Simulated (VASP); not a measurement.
NiSb:

```
CELL_PARAMETERS angstrom
3.92967 0.00000 0.00000
-1.96483 3.40319 0.00000
0.00000 0.00000 5.11619
ATOMIC_POSITIONS crystal
Ni 0.00000 0.00000 0.00000
Ni 0.00000 0.00000 0.50000
Sb 0.33333 0.66667 0.25000
Sb 0.66667 0.33333 0.75000
```

The cell is a database's computed one.

| Quantity | Value |
| --- | --- |
| Program | VASP 6.6.1 |
| Task | relaxation of cell and atoms |
| Functional | RPBE |
| Potentials or basis | VASP PAW PBE potentials, release 64 (Ni, Sb) |
| Cutoff | 600 eV |
| k mesh | 12 × 12 × 8 |
| Occupations | gaussian, width 0.1 eV |
| Spin | collinear spin, ferromagnetic start |
| Starting moments | [1.0, 1.0, 0.0, 0.0] μB |

At the start: pressure 6.4 GPa; volume 17.11 Å³/atom.

Task: Where does the relaxation end?

Result: Over 8 steps the energy falls by 18.3 meV/atom and the volume is 18.07 Å³/atom (+5.6 %); space group P6_3/mmc (No. 194, to 0.05 Å); moment 0.00 μB per cell.

Step by step:
| step | energy change (eV) | largest force (eV/Å) | pressure (GPa) | volume (Å³) |
| --- | --- | --- | --- | --- |
| 1 | 0.0000 | 0.0000 | 6.45 | 68.42 |
| 2 | -0.0320 | 0.0000 | -3.95 | 75.47 |
| 3 | -0.0733 | 0.0000 | -0.03 | 72.29 |
| 4 | -0.0733 | 0.0000 | 0.11 | 72.21 |
| 5 | -0.0733 | 0.0000 | 0.07 | 72.21 |
| 6 | -0.0733 | 0.0000 | 0.10 | 72.21 |
| 7 | -0.0733 | 0.0000 | 0.08 | 72.23 |
| 8 | -0.0733 | 0.0000 | 0.01 | 72.27 |

Final structure:
```xyz
4
Lattice="4.0040 0.0000 0.0000 -2.0020 3.4675 0.0000 0.0000 0.0000 5.2054" Properties=species:S:1:pos:R:3 pbc="T T T"
Ni    0.0000    0.0000    0.0000
Ni    0.0000    0.0000    2.6027
Sb    0.0000    2.3117    1.3013
Sb    2.0020    1.1558    3.9040
```

Caveat: the PAW data sets were made with another functional, which shifts forces and pressure a little.
